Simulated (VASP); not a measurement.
Consider the following.

```
NaF
1.0
    0.00000     2.36040     2.36040
    2.36040     0.00000     2.36040
    2.36040     2.36040     0.00000
Na F
1 1
Direct
  0.00000   0.00000   0.00000
  0.50000   0.50000   0.50000
```

All values below come from PBEsol GGA, VASP's PBE PAW potentials (set 64) (plane waves; VASP 6.6.1). Run with 520 eV cut-off, 10×10×10 Γ-centred mesh, Gaussian smearing of 0.050 eV, potentials Na_pv F.

Question: Predict the energy per atom (σ→0), pressure, band gap (on the k-mesh) with the smallest direct gap where there is one.

Answer: 
The band gap (on the k-mesh) is 5.88 eV and the smallest direct gap (on the k-mesh) is 5.88 eV. The energy per atom (σ→0) is -4.379 eV/atom and the pressure is -25.5 kbar.

Only differences to runs with the same potentials and settings are physical.

The compound is NaF in the rock salt structure. This cell is one point of a volume scan, at 1.06 of the reference volume.
